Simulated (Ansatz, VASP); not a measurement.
**CsSb2: VASP beside Ansatz**

INCAR

```
SYSTEM = CsSb2
PREC = Accurate
ENCUT = 600
EDIFF = 1E-6
ISMEAR = 0
SIGMA = 0.1
LREAL = .False.
LASPH = .True.
NELM = 100
ALGO = Normal
ISIF = 3
LWAVE = .False.
LCHARG = .False.
GGA = PE
IBRION = 2
NSW = 90
EDIFFG = -0.04
```

Contents of KPOINTS:

```
regular mesh
0
Gamma
  6 6 4
  0 0 0
```

File POSCAR:

```
CsSb2
1.0
    4.6642108421      0.0000000000      0.0000000000
   -2.3321054210      4.0393250779      0.0000000000
    0.0000000000      0.0000000000      5.0361080521
Cs Sb
1 2
Direct
    0.0000000000      0.0000000000      0.0000000000
    0.3333333333      0.6666666667      0.5000000000
    0.6666666667      0.3333333333      0.5000000000
```

Input for Ansatz:

```yaml
crystal:
  lattice:
    - [4.6642108421, 0.0, 0.0]
    - [-2.332105421, 4.0393250779, 0.0]
    - [0.0, 0.0, 5.0361080521]
  atoms:
    - { symbol: Cs, position: [0.0, 0.0, 0.0] }
    - { symbol: Sb, position: [0.3333333333, 0.6666666667, 0.5] }
    - { symbol: Sb, position: [0.6666666667, 0.3333333333, 0.5] }
basis:
  ecutwfc: 420
kpoints:
  mp_grid: { grid: [6, 6, 4] }
hamiltonian:
  xc: pbe
scf:
  occupations: { method: gaussian, width: 0.1 }
  lower_state_search: "off"
output:
  forces: true
  stress: true
  eigenvalues: true
relax:
  adjacent_minimum: "off"
  f_tol: 0.04
  max_steps: 70
  cell: { stress_tol: 0.4 }
```

Alike in both runs: task relaxation of cell and atoms; functional PBE; k mesh 6 × 6 × 4; occupations gaussian, width 0.1 eV; no spin polarisation.

|  | VASP | Ansatz |
| --- | --- | --- |
| version | VASP 6.6.1 | Ansatz 0.2.0 |
| potentials or method | VASP PAW PBE potentials, release 64 (Cs_sv, Sb) | scalar-relativistic, plane waves, PAW |
| plane-wave cutoff (eV) | 600 | 420 |
| valence electrons in the cell | 19 | 39 |

```tsv
	VASP	Ansatz	Ansatz less VASP
gap on the k mesh at the Fermi level, each at its own relaxed structure (eV)	none	none	-
relaxed volume (Å³/atom)	45.85	45.25	-0.592
relaxed cell length with the largest relative difference (Å)	5.932	5.862	-0.0696
energy change over the relaxation (meV/atom)	-496	-488	+8.5
```

A gap of «none» marks a metal or a gap that the smearing closes. The two sets of potentials don't hold the same shells in valence.

Caveats: the volume moved by over 15 % at a fixed basis, so the end points are rough (VASP). Spin-orbit coupling is left out, which matters for the levels of Cs, Sb.
